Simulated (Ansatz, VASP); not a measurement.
# NaMg3O4: VASP beside Ansatz

```
Mg Na O
1.0
     4.43914    0.00000    0.00000
     0.00000    4.43914    0.00000
     0.00000    0.00000    4.43914
Mg Na O
3 1 4
Direct
  0.50000 0.50000 0.00000
  0.00000 0.50000 0.50000
  0.50000 0.00000 0.50000
  0.00000 0.00000 0.00000
  0.00000 0.50000 0.00000
  0.50000 0.00000 0.00000
  0.00000 0.00000 0.50000
  0.50000 0.50000 0.50000
```

The cell comes from a database or a generator and needn't be the stable form of this composition.

Alike in both runs: task single point; functional PBE; dispersion D3(BJ); k mesh 6 × 6 × 6; occupations tetrahedron; no spin polarisation.

```csv
,VASP,Ansatz
version,VASP 6.6.1,Ansatz 0.2.0
potentials or method,"VASP PAW PBE potentials, release 64 (Mg, Na_pv, O)",Ansatz PAW
plane-wave cutoff (eV),520,420
valence electrons in the cell,37,63
```

|  | VASP | Ansatz | Ansatz less VASP |
| --- | --- | --- | --- |
| gap on the k mesh at the Fermi level (eV) | none | none | - |
| pressure (GPa) | -11.1 | -10.6 | +0.46 |
| dispersion energy (meV/atom) | -240.7 | -240.7 | -0.06 |

A gap of «none» marks a metal or a gap that the smearing closes. The two sets of potentials don't hold the same shells in valence.

Caveats: an odd number of electrons without spin polarisation forces a metal; a magnetic or distorted state may lie lower; pairwise dispersion overbinds metals, which lowers pressure and volume; tetrahedron occupations give inexact forces and stress in metals (VASP); the pressure holds a Pulay correction of +0.5 GPa for the finite cutoff (Ansatz); with tetrahedron occupations forces and stress needn't match the slope of the energy (Ansatz).
